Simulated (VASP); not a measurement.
```xyz
6
Lattice="1.7868 -6.8424 0.0000 1.7868 6.8424 0.0000 0.0000 0.0000 3.6090" Properties=species:S:1:pos:R:3 pbc="T T T"
Ti     1.7868    -5.4312     2.7068
Ti     1.7868     5.4312     0.9023
Si     1.7868    -0.7971     2.7068
Si     1.7868     0.7971     0.9023
Si     1.7868     3.4255     2.7068
Si     1.7868    -3.4255     0.9023
```

Method: PBE GGA, VASP's PBE PAW potentials (set 64) (plane waves; VASP 6.6.1). Settings: 300 eV cut-off, 9×9×9 Γ-centred mesh, first-order Methfessel-Paxton smearing of 0.050 eV, potentials Ti_sv Si.

At this cut-off the stress carries a Pulay error, which pulls relaxed volumes low.

**Question.** Estimate the energy per atom (σ→0), pressure, largest force, band gap (on the k-mesh) with the smallest direct gap where there is one.

**Answer.** 
The band gap (on the k-mesh) comes out as none (metal, semimetal or under 0.01 eV). The energy per atom (σ→0) is -6.783 eV/atom and the pressure is -33.9 kbar. The largest force is 0.076 eV/Å.

The absolute energy has meaning only against runs of the same code, potentials and settings.

The structure comes from a computed database's TiSi2 entry; how it stands against other phases isn't given here. The cell was not relaxed at this level.
